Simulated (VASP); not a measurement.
Input:

```
MgZn3Te4
1.0
    0.00000     3.07005     3.07005
    3.07005     0.00000     3.07005
   12.34124    12.34124    -0.06103
Zn Te Mg
3 4 1
Cartesian
  3.12832   3.12832   6.08184
  6.15646   6.15646   6.12375
  6.11450   6.11450   0.02561
  1.56829   1.56829   1.50176
  4.59837   4.59837   1.54174
  7.63066   7.63066   1.57950
 10.88252  10.88252   1.39769
  9.24007   9.24007  -0.02991
```

All values below come from PBEsol GGA, VASP's PBE PAW potentials (set 64) (plane waves; VASP 6.6.1). Numerical set-up: 400 eV cut-off, Gaussian smearing of 0.050 eV, potentials Zn Te Mg.

Unless said otherwise, spin-orbit coupling is left out, though it shifts the bands of the heavy elements here.

Give the energies of bands 22 to 35 at the high-symmetry points, in eV from the valence-band maximum.

```tsv
band	Γ	T	H2	L	S0	F
22	-2.68	-1.52	-4.73	-4.76	-4.74	-4.67
23	-0.81	-1.05	-3.50	-3.72	-3.50	-3.67
24	-0.81	-0.78	-3.04	-2.36	-3.04	-2.44
25	-0.54	-0.78	-2.95	-2.27	-2.94	-2.25
26	-0.54	-0.65	-2.73	-2.00	-2.75	-2.04
27	-0.37	-0.65	-2.61	-1.75	-2.60	-2.00
28	-0.37	-0.23	-1.72	-1.64	-1.76	-1.60
29	-0.06	-0.23	-1.67	-1.37	-1.63	-1.32
30	0.00	-0.07	-1.51	-1.10	-1.55	-0.84
31	0.00	-0.07	-1.49	-0.90	-1.44	-0.78
32	1.28	1.77	2.92	2.38	2.88	1.91
33	1.79	1.87	3.08	2.45	3.17	2.29
34	2.03	1.96	3.69	2.58	3.51	2.43
35	3.23	3.28	3.81	2.83	3.97	2.77
```

The gap is direct, 1.28 eV, from the valence maximum at Γ to the conduction minimum at Γ.

The structure was generated: MgZn3Te4 was put into an ordered model structure (R3m), which need not be its known phase. It was relaxed first.
